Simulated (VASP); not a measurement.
Given:

```xyz
8
Lattice="4.5633 0.0000 0.0000 0.0000 9.1295 0.0000 0.0000 0.0000 6.4135" Properties=species:S:1:pos:R:3 pbc="T T T"
Cd     0.0000     0.0000     6.2638
Cd     2.2816     6.9602     3.2640
Cd     2.2816     2.1693     3.2640
Cd     0.0000     4.5647     0.0419
Te     0.0000     6.9119     1.6012
Te     0.0000     2.2176     1.6012
Te     2.2816     4.5647     4.7942
Se     2.2816     0.0000     4.8240
```

These are r2SCAN meta-GGA, VASP's PBE PAW potentials (set 64) (plane waves; VASP 6.6.1) values and carry that method's errors. Settings: 400 eV cut-off, 6×3×4 Γ-centred mesh, tetrahedra with Blöchl corrections, potentials Cd Te Se.

The cores are frozen, which limits the accuracy of field gradients.

Q: Give the principal components of the electric field gradient (V/Å²) and the asymmetry η at each nucleus.

A: 
```
atom    Vxx    Vyy   Vzz     η
----  -----  -----  ----  ----
Cd1    -2.8   -1.1   3.8  0.45
Cd2    -6.5   -1.1   7.7  0.70
Cd3    -6.5   -1.1   7.7  0.70
Cd4     2.3    1.2  -3.5  0.31
Te5   -16.6  -13.1  29.7  0.12
Te6   -16.6  -13.1  29.7  0.12
Te7   -18.2  -17.3  35.6  0.03
Se8   -29.5   -1.6  31.0  0.90
```

The structure comes from a computed database's Cd4Te3Se entry (Pmm2); how it stands against other phases isn't given here. It was relaxed first.
